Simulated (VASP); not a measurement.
Calculation: r2SCAN meta-GGA, VASP's PBE PAW potentials (set 64) (plane waves; VASP 6.6.1).

Input for VASP

### POSCAR
```
La2O3
1
    1.9664279441    -3.4059530181     0.0000000000
    1.9664279441     3.4059530181     0.0000000000
    0.0000000000     0.0000000000     6.1062239326
La O
2 3
Direct
  0.3333330000   0.6666670000   0.2458766489
  0.6666670000   0.3333330000   0.7541233511
  0.0000000000   0.0000000000   0.0000000000
  0.3333330000   0.6666670000   0.6462713918
  0.6666670000   0.3333330000   0.3537286082
```

### KPOINTS
```
Automatic mesh
0
G
8 8 5
```

### INCAR
```
SYSTEM = La2O3
PREC = Accurate
ENCUT = 520
EDIFF = 1E-7
NELM = 100
ALGO = Normal
LREAL = .FALSE.
LASPH = .TRUE.
ISMEAR = 0
SIGMA = 0.01
METAGGA = R2SCAN
LMIXTAU = .TRUE.
LMAXMIX = 6
LWAVE = .FALSE.
LCHARG = .FALSE.
LOPTICS = .TRUE.
LPEAD = .TRUE.
NBANDS = 72
NEDOS = 1001
CSHIFT = 0.1
```

POTCAR, in this order: La O (PBE.64 set). Program: vasp_std.

The run wrote:

File OSZICAR:
```
       N       E                     dE             d eps       ncg     rms          rms(c)
DAV:   1     0.302432317795E+03    0.30243E+03   -0.13446E+04  8808   0.866E+02
DAV:   2    -0.617861577720E+02   -0.36422E+03   -0.28748E+03  6352   0.203E+02
DAV:   3    -0.110845439860E+03   -0.49059E+02   -0.45583E+02  6192   0.769E+01
DAV:   4    -0.114823578856E+03   -0.39781E+01   -0.38569E+01  8864   0.189E+01
DAV:   5    -0.114949630142E+03   -0.12605E+00   -0.12521E+00  8912   0.307E+00    0.140E+01
DAV:   6    -0.100970792524E+03    0.13979E+02   -0.58004E+00  8784   0.118E+01    0.576E+00
DAV:   7    -0.953660799815E+02    0.56047E+01   -0.14442E+00  8872   0.431E+00    0.319E+00
DAV:   8    -0.965211301532E+02   -0.11551E+01   -0.67842E-01  7744   0.356E+00    0.168E+00
DAV:   9    -0.957509548800E+02    0.77018E+00   -0.46973E-01  6064   0.268E+00    0.363E-01
DAV:  10    -0.960474866042E+02   -0.29653E+00   -0.12214E-01  6808   0.143E+00    0.277E-01
DAV:  11    -0.960471953994E+02    0.29120E-03   -0.15398E-02  7952   0.473E-01    0.138E-01
DAV:  12    -0.960368920609E+02    0.10303E-01   -0.16229E-02  6032   0.527E-01    0.496E-02
DAV:  13    -0.960568123401E+02   -0.19920E-01   -0.66350E-03  5904   0.318E-01    0.297E-02
DAV:  14    -0.960574175233E+02   -0.60518E-03   -0.31609E-04  8744   0.642E-02    0.227E-02
DAV:  15    -0.960572029751E+02    0.21455E-03   -0.10953E-04  9096   0.340E-02    0.114E-02
DAV:  16    -0.960575190392E+02   -0.31606E-03   -0.11159E-04  6408   0.440E-02    0.539E-03
DAV:  17    -0.960575213719E+02   -0.23327E-05   -0.43455E-06  7352   0.809E-03    0.272E-03
DAV:  18    -0.960575221034E+02   -0.73142E-06   -0.94401E-07  8152   0.346E-03    0.123E-03
DAV:  19    -0.960575250974E+02   -0.29940E-05   -0.15808E-06  6240   0.493E-03    0.554E-04
DAV:  20    -0.960575254247E+02   -0.32731E-06   -0.35247E-07  6248   0.229E-03    0.715E-04
DAV:  21    -0.960575254105E+02    0.14134E-07   -0.23290E-08  6024   0.781E-04
   1 F= -.96057525E+02 E0= -.96057525E+02  d E =-.650319E-14
 imaginary and real dielectric function
```

### OUTCAR
```
------------------------ aborting loop because EDIFF is reached ----------------------------------------
  FORCE on cell =-STRESS in cart. coord.  units (eV):
  Direction    XX          YY          ZZ          XY          YZ          ZX
  --------------------------------------------------------------------------------------
  Total        0.0069097      0.0069097      0.1034970      0.0000000      0.0000000      0.0000000
  in kB        0.1353478      0.1353478      2.0273036      0.0000000      0.0000000      0.0000000
  external PRESSURE =       0.7659998 kB  Pullay stress =       0.0000000 kB
  volume of cell :       81.79
      direct lattice vectors                 reciprocal lattice vectors
     1.966427944 -3.405953018  0.000000000     0.254268152 -0.146801790  0.000000000
     1.966427944  3.405953018  0.000000000     0.254268152  0.146801790  0.000000000
     0.000000000  0.000000000  6.106223933     0.000000000  0.000000000  0.163767332
 POSITION                                       TOTAL-FORCE (eV/Angst)
 -----------------------------------------------------------------------------------
      1.96643      1.13532      1.50138        -0.000000     -0.000000      0.013815
      1.96643     -1.13532      4.60485         0.000000      0.000000     -0.013815
      0.00000      0.00000      0.00000         0.000000      0.000000      0.000000
      1.96643      1.13532      3.94628        -0.000000     -0.000000      0.007712
      1.96643     -1.13532      2.15995         0.000000     -0.000000     -0.007712
 -----------------------------------------------------------------------------------
    total drift:                                0.000000     -0.000000      0.000000
  FREE ENERGIE OF THE ION-ELECTRON SYSTEM (eV)
  ---------------------------------------------------
  free  energy   TOTEN  =       -96.0575254105 eV

  energy  without entropy=      -96.0575254105  energy(sigma->0) =      -96.05752541

 plasma frequency squared (from intraband transitions) (eV^2)
  --------------------------------------------------------------------------------------
       0.000       0.000       0.000
       0.000       0.000       0.000
       0.000       0.000       0.000

 plasma frequency squared (from interband transitions, int dw w eps(2)(w)) (eV^2)
  --------------------------------------------------------------------------------------
     540.972       0.000      -0.000      -0.000      -0.000      -0.000
      -0.000       0.000     540.972       0.000       0.000      -0.000
      -0.000       0.000       0.000       0.000     541.771       0.000
```
(Selected blocks of OUTCAR.)

The compound is La2O3 in the a-type structure. It was relaxed first.
